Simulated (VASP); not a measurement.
Data:

```yaml
crystal:
  lattice:
    - [-1.64309, 1.64309, 2.63476]
    - [1.64309, -1.64309, 2.63476]
    - [1.64309, 1.64309, -2.63476]
  atoms:
    - { symbol: In, position: [0.00000, 0.00000, 0.00000] }
```

Level of theory: PBE GGA, VASP's PBE PAW potentials (set 64) (plane waves; VASP 6.6.1). Numerical set-up: 480 eV cut-off, 14×14×14 Γ-centred mesh, first-order Methfessel-Paxton smearing of 0.10 eV, potentials In_d.

Task: Give the stress tensor in GPa (positive for a compressed cell).

Result: 
```
-0.87   0.00   0.00
 0.00  -0.87   0.00
 0.00   0.00  -1.66
```
The pressure is its mean diagonal, -1.14 GPa.

The compound is In in the bct structure. This cell was strained or had an atom moved on purpose.
